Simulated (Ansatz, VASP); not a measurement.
# Cross-check of AlGaAsN between VASP and Ansatz, part 2 of 2

Aim: how closely do two programs agree when they are given the same cell, functional and k mesh? The cell is invented: As first built, before any earlier steps moved the atoms (in the runner's words): it takes the AlGaAs2 structure with some of its atoms replaced by other elements, volume scaled by an estimate. It may not be a known or stable phase. The cell is taken from a series of runs on this material, whose earlier steps may have relaxed, scaled, displaced or heated it; both programs get it as it stands.

VASP 6.6.1 and Ansatz 0.2.0.

So far. Step 2 (Ansatz: electric field gradients, LDA): The run ends at a pressure of -0.60 GPa, with forces up to 0.041 eV/Å. Step 3 (VASP: electric field gradients, LDA): The run ends at a pressure of -0.23 GPa, with forces up to 0.021 eV/Å.

**4. Differences**

Known differences besides the potentials themselves: the two LDA forms differ slightly; the data sets hold 36 valence electrons in Ansatz (default PAW (the set named soft_2) files) and 26 in VASP; the cutoff is 420 eV in Ansatz and 680 eV in VASP; Ansatz adds the response of the frozen cores to the gradients, VASP leaves it out; VASP's log shows a relativistic correction to its local exchange, Ansatz's none. Total energies have different zeros and are not compared.

Compared:

```csv
quantity,Ansatz,VASP,difference
pressure (GPa),-0.60,-0.23,-0.37
pressure without Ansatz's Pulay correction (GPa),-0.83,-0.23,-0.60
Vzz at As1 (V/Å²),129.8,126.0,+3.9
Vzz at Ga2 (V/Å²),-8.1,-14.4,+6.2
Vzz at Al3 (V/Å²),-23.8,-19.3,-4.6
Vzz at N4 (V/Å²),-43.5,-45.1,+1.6
```

At this near-relaxed geometry the largest component of a force difference is 30 meV/Å. Ansatz's pressure holds a Pulay correction of 0.23 GPa; VASP's holds none.

**5. What the set-up changes**

Further runs change the set-up of one program: Ansatz's method, potentials or start, or VASP's data sets, cutoff or form of LDA. The table gives Ansatz less VASP for each quantity, since a change that brings one quantity closer may part another.

| run | r.m.s. force difference (meV/Å) | pressure (GPa) | Vzz at As1 (V/Å²) | Vzz at Ga2 (V/Å²) | Vzz at Al3 (V/Å²) | Vzz at N4 (V/Å²) |
| --- | --- | --- | --- | --- | --- | --- |
| as above | 11 | -0.37 | 3.9 | 6.2 | -4.6 | 1.6 |
| VASP with the data sets As, Ga_h, Al and N_h and a cutoff of 1210 eV | 12 | -0.55 | 5.1 | 6.2 | -1.6 | 1.7 |

**6. Ansatz: single point, LDA**

A single point gives forces, pressure and levels at one fixed geometry, so differences don't come from the geometry; what else differs is listed under the comparison.

The cell is taken from a series of runs on this material, whose earlier steps may have relaxed, scaled, displaced or heated it; both programs get it as it stands.

Input file input.yaml:

```yaml
crystal:
  lattice:
    - [3.06487799, -1.76911378, 0.0]
    - [3.06487799, 1.76911378, 0.0]
    - [-2.04759218, 0.0, 5.93751928]
  atoms:
    - { symbol: As, position: [0.62320691, 0.62320691, 0.865236759] }
    - { symbol: Ga, position: [0.489162869, 0.489162869, 0.459783228] }
    - { symbol: Al, position: [0.019831035, 0.019831035, 0.05478547] }
    - { symbol: "N", position: [0.125451747, 0.125451747, 0.368825543] }
hamiltonian:
  xc: lda
  pseudopotentials: { kind: paw }
kpoints:
  mp_grid: { grid: [9, 9, 5] }
scf:
  occupations: { method: tetrahedron }
output:
  forces: true
  stress: true
```

Launch:

```bash
> ansatz run input.yaml --threads 2 --pin off --max-ram 4608MiB --backend cpu --events-out ev --progress --plain --runs-dir out
```

Numbers of over 12 decimals in the logs are rounded to 6 here.

What it wrote:

```text
Warning: output.forces, output.stress, relax.cell or npt_langevin: where a Kohn–Sham band that disperses or a degenerate level is filled in part under the method tetrahedron, the forces or the stress that this run publishes need not agree with its energy (scf.occupations.method in the input reference, under Limitations); prefer a smearing scheme for the forces or the stress
[...]
--- Band table (eV; the first three rows and the last of 115) ---
  k-point 0: bands = [... 14 lower, 5.9013, 6.9627, 7.3096, 9.4252, 9.4265, 13.6812, 14.3064, 14.5079]
  k-point 1: bands = [... 14 lower, 5.9067, 5.9068, 8.2758, 9.3734, 9.3749, 13.2966, 13.7286, 14.5788]
  k-point 2: bands = [... 14 lower, 5.9161, 5.9163, 9.1069, 9.2933, 9.2951, 12.1798, 13.7915, 14.6830]
  k-point 114: bands = [... 14 lower, 4.1484, 4.5830, 5.2861, 6.9184, 10.8151, 11.9946, 12.9524, 13.6095]
[key lines of the parts left out:]
SCF converged after 8 iterations
Free energy (F): -9368.455585 eV
Fermi energy:    9.139292 eV
P = ⅓ Tr σ = -0.6458 GPa (-6.458 kbar)
```

The run ends at a pressure of -0.65 GPa, with forces up to 0.060 eV/Å.

**7. VASP: single point, LDA**

The same cell, functional (in two slightly different forms), mesh and smearing now go to VASP, with its own data sets and cutoff.

Input file INCAR:

```
SYSTEM = AlGaAsN
PREC = Accurate
ENCUT = 680
EDIFF = 1E-06
NELM = 100
ISMEAR = -5
SIGMA = 0.1
LREAL = .FALSE.
ALGO = Normal
GGA = CA
NBANDS = 19
LORBIT = 11
LWAVE = .FALSE.
LCHARG = .FALSE.
KPAR = 2
ISIF = 2
```

Input file POSCAR:

```
AlGaAsN
1.0
    3.0648779900     -1.7691137800      0.0000000000
    3.0648779900      1.7691137800      0.0000000000
   -2.0475921800      0.0000000000      5.9375192800
As Ga Al N
1 1 1 1
Direct
    0.6232069100      0.6232069100      0.8652367590
    0.4891628690      0.4891628690      0.4597832280
    0.0198310350      0.0198310350      0.0547854700
    0.1254517470      0.1254517470      0.3688255430
```

Input file KPOINTS:

```
Automatic mesh
0
Gamma
9 9 5
0 0 0
```

Potentials, in the order of the species: As_GW, Ga_d_GW, Al_GW and N_GW (LDA family, release 64).

Launch:

```bash
> mpirun -np 2 vasp_std
```

What it wrote:

```text
[... set-up lines as in an earlier step ...]
 entering main loop
       N       E                     dE             d eps       ncg     rms          rms(c)
DAV:   1     0.233382165205E+03    0.23338E+03   -0.14929E+04  4379   0.200E+03
DAV:   2     0.779428003036E+01   -0.22559E+03   -0.21759E+03  4681   0.451E+02
DAV:   3    -0.243985155334E+02   -0.32193E+02   -0.31551E+02  6102   0.190E+02
DAV:   4    -0.258834395194E+02   -0.14849E+01   -0.14804E+01  6296   0.417E+01
[...]
DAV:  18    -0.233817385434E+02   -0.34798E-05   -0.79445E-05  4469   0.608E-03    0.257E-02
DAV:  19    -0.233817352148E+02    0.33286E-05   -0.10490E-05  2902   0.491E-03    0.510E-03
DAV:  20    -0.233817349873E+02    0.22754E-06   -0.56348E-06  2560   0.233E-03
   1 F= -.23381735E+02 E0= -.23381735E+02  d E =0.000000E+00
 -----------------------------------------------------------------------------
|                                                                             |
|           W    W    AA    RRRRR   N    N  II  N    N   GGGG   !!!           |
|           W    W   A  A   R    R  NN   N  II  NN   N  G    G  !!!           |
|           W    W  A    A  R    R  N N  N  II  N N  N  G       !!!           |
|           W WW W  AAAAAA  RRRRR   N  N N  II  N  N N  G  GGG   !            |
|           WW  WW  A    A  R   R   N   NN  II  N   NN  G    G                |
|           W    W  A    A  R    R  N    N  II  N    N   GGGG   !!!           |
|                                                                             |
|     Tetrahedron method does not include variations of the Fermi             |
|     occupations, so forces and stress will be inaccurate. We suggest        |
|     using a different smearing scheme ISMEAR = 1 or 2 for metals in         |
|     relaxations.                                                            |
|                                                                             |
 -----------------------------------------------------------------------------
```

Parts of OUTCAR (step 7):

```text
  Total       -0.0524667     -0.1082612     -0.1246979      0.0000000      0.0000000     -0.0207517
  in kB       -1.3055394     -2.6938862     -3.1028854      0.0000000      0.0000000     -0.5163682
  external PRESSURE =      -2.3674370 kB  Pullay stress =       0.0000000 kB

 POSITION                                       TOTAL-FORCE (eV/Angst)
 -----------------------------------------------------------------------------------
      2.04845      0.00000      5.13736         0.021285      0.000000      0.007960
      2.05700      0.00000      2.72997        -0.003596      0.000000      0.016319
      0.00938      0.00000      0.32529        -0.018532      0.000000     -0.009894
      0.01378      0.00000      2.18991         0.000842      0.000000     -0.014385
 -----------------------------------------------------------------------------------
    total drift:                               -0.000654     -0.000000     -0.000810

  FREE ENERGIE OF THE ION-ELECTRON SYSTEM (eV)
  ---------------------------------------------------
  free  energy   TOTEN  =       -23.3817349873 eV

  energy  without entropy=      -23.3817349873  energy(sigma->0) =      -23.38173499

[... 1 part as in an earlier step ...]

[... 2 further parts left out ...]
[key lines of the parts left out:]
E-fermi :   5.6273
```

With tetrahedra the forces and stress of a metal are not exact derivatives of the energy.

**8. Comparison**

The two programs side by side:

```csv
quantity,Ansatz,VASP,difference
pressure (GPa),-0.65,-0.24,-0.41
pressure without Ansatz's Pulay correction (GPa),-0.88,-0.24,-0.64
```

At this near-relaxed geometry the largest component of a force difference is 50 meV/Å. Ansatz's pressure holds a Pulay correction of 0.23 GPa; VASP's holds none.

**9. Further runs**

Further runs change the set-up of one program: Ansatz's method, potentials or start, or VASP's data sets, cutoff or form of LDA. The table gives Ansatz less VASP for each quantity, since a change that brings one quantity closer may part another.

```csv
run,r.m.s. force difference (meV/Å),pressure (GPa),pressure without Ansatz's Pulay correction (GPa)
as above,19,-0.41,-0.64
"VASP with the data sets As, Ga_h, Al and N_h and a cutoff of 1210 eV",20,-0.56,-0.79
```

**10. Outcome**

```json
{
 "difference in Vzz at Ga2 (electric field gradients, LDA)": "6.2 V/Å²",
 "r.m.s. force difference (electric field gradients, LDA)": "11 meV/Å",
 "r.m.s. force difference (single point, LDA)": "19 meV/Å"
}
```

What this shows: The r.m.s. force difference is 19 meV/Å (single point, LDA), beyond the 12 meV/Å picked in this series as the mark of a large difference. Electric field gradients, LDA, VASP with the data sets As, Ga_h, Al and N_h and a cutoff of 1210 eV: the difference in pressure goes from -0.37 to -0.55 GPa; the difference in Vzz at As1 goes from 3.9 to 5.1 V/Å²; the difference in Vzz at Al3 goes from -4.6 to -1.6 V/Å². Single point, LDA, VASP with the data sets As, Ga_h, Al and N_h and a cutoff of 1210 eV: the difference in pressure goes from -0.41 to -0.56 GPa. Such differences can come from data sets, numerical settings and the points named under the comparisons, not from the functional's error against experiment.

[Lines on the potential files, build, host, timing and source positions are cut from VASP's logs without a mark.]

[Logs are printed without paths, hosts, clocks, repeated set-up lines and the standing remarks that a program may print on its own settings, such as how far it seeks lower states.]

[Hosts, paths, dates, database ids (printed as entryN), source tags and the programs' standing remarks are cut or masked in the printed files.]
